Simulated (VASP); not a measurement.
Set up this calculation in VASP 6.6.1, as the native input.

```
Task                   : single point
Functional             : PBEsol
Potentials or basis    : VASP PAW PBE potentials, release 64 (Ru_pv, Se)
Cutoff                 : 520 eV
k mesh                 : 6 × 6 × 3
Occupations            : gaussian, width 0.05 eV
Spin                   : collinear spin, antiferromagnetic start
Starting moments       : [1.0, -1.0, 0.0, 0.0] μB
Hubbard terms          : Ru d U = 7 eV
Supercell matrix       : [1, 0, 0, 0, 1, 0, 0, 0, 2]
Further INCAR settings : ALGO = Fast; EDIFF = 1e-06; NBANDS = 32
```

The structure of RuSe lies in POSCAR:

```
RuSe
1.0
    3.1876923100      0.0000000000      0.0000000000
    0.0000000000      3.1876923100      0.0000000000
    0.0000000000      0.0000000000      6.3753846200
Ru Se
2 2
Direct
    0.0000000000      0.0000000000      0.0000000000
    0.0000000000      0.0000000000      0.5000000000
    0.5000000000      0.5000000000      0.2500000000
    0.5000000000      0.5000000000      0.7500000000
```

The cell comes from a database or a generator and needn't be the stable form of this composition.

The input as run:

INCAR

```
ALGO = Fast
EDIFF = 1E-6
ENCUT = 520
GGA = PS
ISIF = 2
ISMEAR = 0
ISPIN = 2
LASPH = True
LCHARG = True
LDAU = True
LDAUJ = 0 0
LDAUL = 2 -1
LDAUPRINT = 1
LDAUTYPE = 2
LDAUU = 7 0
LELF = True
LMAXMIX = 4
LORBIT = 11
LREAL = False
LVHAR = True
LWAVE = False
MAGMOM = 1 -1 0 0
NBANDS = 32
NELM = 60
PREC = Accurate
SIGMA = 0.05
```

KPOINTS

```
k-points
0
Gamma
  6 6 3
```

Potentials or basis: VASP PAW PBE potentials, release 64 (Ru_pv, Se).

Launch:

```console
$ cat potpaw_PBE.64/Ru_pv/POTCAR potpaw_PBE.64/Se/POTCAR > POTCAR
$ mpirun -np 1 vasp_std > vasp.out
```

Results of the run:

```yaml
Pressure: 13.8 GPa
Band_gap_on_the_k_mesh: none (metal or under the smearing width)
Net_moment: 0.00 μB per cell
Site_moments: Ru +2.88, -2.88; Se +0.00 μB
Valence_electrons_inside_the_program's_atomic_spheres: Ru 12.40; Se 3.90
```

Caveat: the PAW data sets were made with another functional, which shifts forces and pressure a little.

Wall time 3 min on 1 thread of AMD EPYC 7R43 64-Core Processor (Zen 3) (shared host), peak memory 0.18 GiB.
